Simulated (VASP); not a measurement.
Output of a VASP run:

File OSZICAR:
```
       N       E                     dE             d eps       ncg     rms          rms(c)
DAV:   1     0.774033292330E+01    0.77403E+01   -0.40019E+03   616   0.803E+02
DAV:   2    -0.167374937024E+02   -0.24478E+02   -0.23261E+02   712   0.136E+02
DAV:   3    -0.172200228567E+02   -0.48253E+00   -0.48253E+00   704   0.235E+01
DAV:   4    -0.172212514754E+02   -0.12286E-02   -0.12286E-02   816   0.113E+00
DAV:   5    -0.172212534039E+02   -0.19285E-05   -0.19285E-05   664   0.392E-02    0.863E+00
DAV:   6    -0.148566798915E+02    0.23646E+01   -0.13516E+01   584   0.235E+01    0.293E+00
DAV:   7    -0.148469150885E+02    0.97648E-02   -0.10689E-01   584   0.340E+00    0.201E+00
DAV:   8    -0.148410420171E+02    0.58731E-02   -0.18321E-02   632   0.185E+00    0.408E-01
DAV:   9    -0.148407487788E+02    0.29324E-03   -0.79018E-04   784   0.222E-01    0.207E-01
DAV:  10    -0.148408546489E+02   -0.10587E-03   -0.24309E-04   632   0.136E-01    0.292E-02
DAV:  11    -0.148408540456E+02    0.60330E-06   -0.45679E-06   696   0.174E-02
   1 F= -.14840854E+02 E0= -.14840854E+02  d E =-.148409E+02
       N       E                     dE             d eps       ncg     rms          rms(c)
DAV:   1    -0.148835672659E+02   -0.42713E-01   -0.10432E+00   560   0.932E+00    0.140E+00
DAV:   2    -0.148428333353E+02    0.40734E-01   -0.24995E-01   576   0.331E+00    0.302E-01
DAV:   3    -0.148424670748E+02    0.36626E-03   -0.26750E-03   648   0.570E-01    0.115E-01
DAV:   4    -0.148422021993E+02    0.26488E-03   -0.14410E-04   728   0.107E-01    0.461E-02
DAV:   5    -0.148421701437E+02    0.32056E-04   -0.31042E-05   600   0.483E-02    0.243E-02
DAV:   6    -0.148421695354E+02    0.60832E-06   -0.33901E-07   368   0.599E-03
   2 F= -.14842170E+02 E0= -.14842170E+02  d E =-.131549E-02
       N       E                     dE             d eps       ncg     rms          rms(c)
DAV:   1    -0.148566210413E+02   -0.14451E-01   -0.23535E-01   560   0.450E+00    0.662E-01
DAV:   2    -0.148475259285E+02    0.90951E-02   -0.54193E-02   576   0.154E+00    0.150E-01
DAV:   3    -0.148474395761E+02    0.86352E-04   -0.66592E-04   648   0.282E-01    0.562E-02
DAV:   4    -0.148473829522E+02    0.56624E-04   -0.30555E-05   704   0.495E-02    0.244E-02
DAV:   5    -0.148473764048E+02    0.65474E-05   -0.73990E-06   608   0.242E-02    0.118E-02
DAV:   6    -0.148473766306E+02   -0.22579E-06   -0.75343E-08   304   0.292E-03
   3 F= -.14847377E+02 E0= -.14847377E+02  d E =-.652258E-02
```

### OUTCAR
```
------------------------ aborting loop because EDIFF is reached ----------------------------------------
  FORCE on cell =-STRESS in cart. coord.  units (eV):
  Direction    XX          YY          ZZ          XY          YZ          ZX
  --------------------------------------------------------------------------------------
  Total       -0.0009712     -0.0009712     -0.0009712      0.0000000      0.0000000      0.0000000
  in kB       -0.0730369     -0.0730369     -0.0730369      0.0000000      0.0000000      0.0000000
  external PRESSURE =      -0.0730369 kB  Pullay stress =       0.0000000 kB
  volume of cell :       21.30
      direct lattice vectors                 reciprocal lattice vectors
     0.000000000  2.200300049  2.200300049    -0.227241735  0.227241735  0.227241735
     2.200300049  0.000000000  2.200300049     0.227241735 -0.227241735  0.227241735
     2.200300049  2.200300049  0.000000000     0.227241735  0.227241735 -0.227241735
  FREE ENERGIE OF THE ION-ELECTRON SYSTEM (eV)
  ---------------------------------------------------
  free  energy   TOTEN  =       -14.8473766306 eV

  energy  without entropy=      -14.8473766306  energy(sigma->0) =      -14.84737663

 reached required accuracy - stopping structural energy minimisation
```
(Selected blocks of OUTCAR.)

**POSCAR**
```
AlN
1
    0.0000000000     2.1839950000     2.1839950000
    2.1839950000     0.0000000000     2.1839950000
    2.1839950000     2.1839950000     0.0000000000
Al N
1 1
Direct
  0.0000000000   0.0000000000   0.0000000000
  0.7500000000   0.7500000000   0.7500000000
```

Question: Reconstruct the remaining input files.

Answer: Several could match; the one computed here: the input of the run itself, PBE GGA, plane waves, VASP's PBE PAW potentials (set 64).

File KPOINTS:
```
Regular mesh
0
G
 9 9 9
```

### INCAR
```
SYSTEM = AlN
PREC = Accurate; ENCUT = 500; LREAL = .FALSE.
LASPH = .TRUE.
EDIFF = 1E-6; NELM = 100; ALGO = Normal
ISMEAR = 0; SIGMA = 0.05
GGA = PE
IBRION = 2; NSW = 60; ISIF = 3
EDIFFG = -0.01
LWAVE = .FALSE.; LCHARG = .FALSE.
```

POTCAR, in this order: Al N (PBE.64 set). Program: vasp_std.

Energy and stress use the plane-wave basis of the starting cell.

The structure comes from a computed database's AlN entry (F-43m); how it stands against other phases isn't given here. This run relaxes it. Symmetry was kept, so distortions that lower it aren't found.
